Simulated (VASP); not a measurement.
VASP runs on SnSe2 (1T layered) share one base input (PBE GGA, plane waves, VASP's PBE PAW potentials (set 64)) and change the settings named in each case.

### KPOINTS
```
Automatic mesh
0
Gamma
6 6 3
0 0 0
```

File POSCAR:
```
SnSe2
1
    1.9431000000    -3.3655480000     0.0000000000
    1.9431000000     3.3655480000     0.0000000000
    0.0000000000     0.0000000000     6.2628000000
Sn Se
1 2
Direct
  0.0000000000   0.0000000000   0.0000000000
  0.3333330000   0.6666670000   0.2500000000
  0.6666670000   0.3333330000   0.7500000000
```

**INCAR**
```
ENCUT = 400   ! plane-wave cut-off (eV)
EDIFF = 1E-6   ! SCF stop (eV)
LWAVE = .False.
PREC = Accurate
GGA = PE   ! PBE
LCHARG = .False.
ISMEAR = 0
SYSTEM = SnSe2
ISIF = 2   ! forces and stress, cell fixed
LREAL = .False.   ! projection in real space or not
ALGO = Normal
SIGMA = 0.05   ! width (eV)
NELM = 100   ! most electronic steps
LASPH = .True.   ! aspherical one-centre terms
LMAXMIX = 4   ! l cut-off of mixed one-centre charges
```

POTCAR, in this order: Sn_d Se (PBE.64 set). Program: vasp_std.

```json
[
 {"change": "base run", "E(σ→0) (eV/atom)": "-3.9449", "pressure (GPa)": "1.11", "largest force (eV/Å)": "0.160", "irreducible k-points": "17"},
 {"change": "KPOINTS 1×1×1 Γ-centred mesh", "E(σ→0) (eV/atom)": "0.6854", "pressure (GPa)": "31.91", "largest force (eV/Å)": "0.245", "irreducible k-points": "1"},
 {"change": "KPOINTS 3×3×2 Γ-centred mesh", "E(σ→0) (eV/atom)": "-3.8295", "pressure (GPa)": "2.16", "largest force (eV/Å)": "0.097", "irreducible k-points": "6"},
 {"change": "KPOINTS 4×4×2 Γ-centred mesh", "E(σ→0) (eV/atom)": "-3.9218", "pressure (GPa)": "1.35", "largest force (eV/Å)": "0.148", "irreducible k-points": "8"},
 {"change": "KPOINTS 5×5×2 Γ-centred mesh", "E(σ→0) (eV/atom)": "[?]", "pressure (GPa)": "[?]", "largest force (eV/Å)": "[?]", "irreducible k-points": "10"},
 {"change": "KPOINTS 7×7×4 Γ-centred mesh", "E(σ→0) (eV/atom)": "-3.9488", "pressure (GPa)": "1.07", "largest force (eV/Å)": "0.186", "irreducible k-points": "28"},
 {"change": "KPOINTS 10×10×5 Γ-centred mesh", "E(σ→0) (eV/atom)": "-3.9501", "pressure (GPa)": "1.06", "largest force (eV/Å)": "0.190", "irreducible k-points": "58"}
]
```

Complete the blanks.

- KPOINTS 5×5×2 Γ-centred mesh, E(σ→0) (eV/atom): -3.9431
- KPOINTS 5×5×2 Γ-centred mesh, pressure (GPa): 1.13
- KPOINTS 5×5×2 Γ-centred mesh, largest force (eV/Å): 0.174

Unless said otherwise, spin-orbit coupling is left out, though it shifts the bands of the heavy elements here.

Left out are runs that ran out of time, are held back, or changed the cell or the kind of run, fixed moments of cells without a moment, rows past the twelfth, gaps on odd meshes, pressures of charged cells and columns that move by less than the noise.

The compound is SnSe2 in the 1T layered structure. The cell was not relaxed at this level, forces remain on its atoms.
